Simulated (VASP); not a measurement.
# CdSe: what moves the LDA gap besides the functional, part 2 of 2

Aim: test what besides the functional moves the gap of CdSe. The starting structure is a cell with measured lattice constants from the literature and the atomic positions of a computed structure of the Materials Project. Cell and atoms stay as given unless a step says otherwise.

VASP 6.6.1.

Results so far: reference 0.389 eV; cell and atoms relaxed by LDA 0.418 eV; no band path 0.389 eV.

## Step 5: Bands with a cutoff of 500 eV (continued)

Level of this step: LDA; plane waves and PAW (Cd, Se) (VASP).

OUTCAR, selected parts (step 5):

```text
  Total       -0.2426303     -0.2426303     -0.2426303      0.0000000      0.0000000     -0.0000000
  in kB       -7.0218175     -7.0218175     -7.0218175      0.0000000      0.0000000     -0.0000000
  external PRESSURE =      -7.0218175 kB  Pullay stress =       0.0000000 kB

 POSITION                                       TOTAL-FORCE (eV/Angst)
 -----------------------------------------------------------------------------------
      0.00000      0.00000      0.00000         0.000000      0.000000      0.000000
      1.51250      1.51250      1.51250        -0.000000     -0.000000     -0.000000
 -----------------------------------------------------------------------------------
    total drift:                                0.000000      0.000000     -0.000000

  FREE ENERGIE OF THE ION-ELECTRON SYSTEM (eV)
  ---------------------------------------------------
  free  energy   TOTEN  =        -6.7555218093 eV

  energy  without entropy=       -6.7555218093  energy(sigma->0) =       -6.75552181

[... 1 part as in an earlier step ...]

[... 2 further parts left out ...]
[key lines of the parts left out:]
E-fermi :   1.0801
```

With a cutoff of 500 eV the gap is 0.393 eV, +0.004 eV from the reference.

## Step 6: Bands with an 8×8×8 mesh

Against step 2 the input has an 8×8×8 mesh.

INCAR reads:

```
SYSTEM = CdSe
PREC = Accurate
ENCUT = 350
EDIFF = 1E-06
NELM = 100
ISMEAR = 0
SIGMA = 0.03
LREAL = .FALSE.
ALGO = Normal
GGA = CA
NBANDS = 21
LORBIT = 11
LWAVE = .FALSE.
LCHARG = .FALSE.
KPAR = 4
LASPH = .TRUE.
```

POSCAR reads:

```
CdSe
1.0
    0.0000000000      3.0250000000      3.0250000000
    3.0250000000      0.0000000000      3.0250000000
    3.0250000000      3.0250000000      0.0000000000
Cd Se
1 1
Direct
    0.0000000000      0.0000000000      0.0000000000
    0.2500000000      0.2500000000      0.2500000000
```

KPOINTS reads:

```
Automatic mesh
0
Gamma
8 8 8
0 0 0
```

KPOINTS_OPT reads:

```
Line mode
10
Line-mode
Reciprocal
  0.00000000   0.00000000   0.00000000 GAMMA
  0.50000000   0.00000000   0.50000000 X

  0.50000000   0.00000000   0.50000000 X
  0.50000000   0.25000000   0.75000000 W

  0.50000000   0.25000000   0.75000000 W
  0.37500000   0.37500000   0.75000000 K

  0.37500000   0.37500000   0.75000000 K
  0.00000000   0.00000000   0.00000000 GAMMA

  0.00000000   0.00000000   0.00000000 GAMMA
  0.50000000   0.50000000   0.50000000 L

  0.50000000   0.50000000   0.50000000 L
  0.62500000   0.25000000   0.62500000 U

  0.62500000   0.25000000   0.62500000 U
  0.50000000   0.25000000   0.75000000 W

  0.50000000   0.25000000   0.75000000 W
  0.50000000   0.50000000   0.50000000 L

  0.50000000   0.50000000   0.50000000 L
  0.37500000   0.37500000   0.75000000 K

  0.62500000   0.25000000   0.62500000 U
  0.50000000   0.00000000   0.50000000 X
```

The projector-augmented-wave data sets are Cd and Se (LDA family, release 64).

Launch:

```console
$ mpirun -np 4 vasp_std
```

The program printed:

```text
[... set-up lines as in an earlier step ...]
 entering main loop
       N       E                     dE             d eps       ncg     rms          rms(c)
DAV:   1     0.911189688767E+02    0.91119E+02   -0.68180E+03  1290   0.558E+02
DAV:   2    -0.352488407826E+01   -0.94644E+02   -0.89594E+02  1404   0.183E+02
DAV:   3    -0.711586833291E+01   -0.35910E+01   -0.35712E+01  1456   0.366E+01
DAV:   4    -0.713006492960E+01   -0.14197E-01   -0.14196E-01  1346   0.223E+00
[...]
DAV:  10    -0.675718431329E+01    0.11017E-04   -0.88073E-05  1408   0.107E-01    0.371E-02
DAV:  11    -0.675718901056E+01   -0.46973E-05   -0.15633E-05  1401   0.252E-02    0.135E-02
DAV:  12    -0.675718883220E+01    0.17836E-06   -0.46415E-07   887   0.804E-03
   1 F= -.67571888E+01 E0= -.67571888E+01  d E =-.736337E-12
 Start KPOINTS_OPT (optional k-point list driver)
k-point batch [1-29\100]
       N       E                     dE             ncg
DAV:   1    -0.241787354793E+03   -0.12520E+05     1322
DAV:   2    -0.276021697649E+04   -0.25184E+04     1418
DAV:   3    -0.285136176793E+04   -0.91145E+02     1473
DAV:   4    -0.285170286302E+04   -0.34110E+00     1343
DAV:   5    -0.285170466939E+04   -0.18064E-02     1492
DAV:   6    -0.285170468633E+04   -0.16934E-04     1387
DAV:   7    -0.285170468650E+04   -0.17370E-06     1241
[...]
k-point batch [88-100\100]
       N       E                     dE             ncg
DAV:   1     0.697568878476E+04   -0.66919E+04      594
DAV:   2     0.581533724500E+04   -0.11604E+04      637
DAV:   3     0.577331077931E+04   -0.42026E+02      674
DAV:   4     0.577315823850E+04   -0.15254E+00      606
DAV:   5     0.577315742252E+04   -0.81598E-03      651
DAV:   6     0.577315741457E+04   -0.79504E-05      601
DAV:   7     0.577315741448E+04   -0.85674E-07      552
```

Elapsed: 12 s, on 4 MPI ranks of Intel Xeon Platinum 8259CL at 2.50GHz (Skylake/Cascade Lake), shared host; peak memory 0.61 GiB; 43 s of CPU time.

From OUTCAR (step 6):

```text
  Total       -0.3782791     -0.3782791     -0.3782791      0.0000000      0.0000000     -0.0000000
  in kB      -10.9475471    -10.9475471    -10.9475471      0.0000000      0.0000000     -0.0000000
  external PRESSURE =     -10.9475471 kB  Pullay stress =       0.0000000 kB

 POSITION                                       TOTAL-FORCE (eV/Angst)
 -----------------------------------------------------------------------------------
      0.00000      0.00000      0.00000         0.000000      0.000000      0.000000
      1.51250      1.51250      1.51250        -0.000000     -0.000000     -0.000000
 -----------------------------------------------------------------------------------
    total drift:                               -0.000000     -0.000000     -0.000000

  FREE ENERGIE OF THE ION-ELECTRON SYSTEM (eV)
  ---------------------------------------------------
  free  energy   TOTEN  =        -6.7571888322 eV

  energy  without entropy=       -6.7571888322  energy(sigma->0) =       -6.75718883

[... 1 part as in an earlier step ...]

[... 2 further parts left out ...]
[key lines of the parts left out:]
E-fermi :   1.0759
```

With an 8×8×8 mesh the gap is 0.391 eV, +0.003 eV from the reference.

## Step 7: The runs compared

```tsv
run	gap (eV)	change (eV)	core minutes
reference	0.389	-	0.653
cell and atoms relaxed by LDA	0.418	0.029	0.667
no band path	0.389	0.0	0.253
a cutoff of 500 eV	0.393	0.004	0.76
an 8×8×8 mesh	0.391	0.003	0.787
```

Core minutes are wall time times ranks of the run shown, on a shared host.

## Step 8: Results

```json
{
 "reference gap": "0.389 eV",
 "gap with cell and atoms relaxed by LDA": "0.418 eV",
 "gap with no band path": "0.389 eV",
 "gap with a cutoff of 500 eV": "0.393 eV",
 "gap with an 8×8×8 mesh": "0.391 eV"
}
```

In words: Among the runs that read a gap along the path, the one with cell and atoms relaxed by LDA moves it most, by +0.029 eV. On finer settings it changes by +0.004 eV with a cutoff of 500 eV and +0.003 eV with an 8×8×8 mesh. The functional's own error isn't tested here. Further runs on this material are not shown.

[Lines on the potential files, build, host, timing and source positions are cut from VASP's logs without a mark.]

[Logs are printed without paths, hosts, clocks, repeated set-up lines and the standing remarks that a program may print on its own settings, such as how far it seeks lower states.]

[Hosts, paths, dates, database ids (printed as entryN), source tags and the programs' standing remarks are cut or masked in the printed files.]
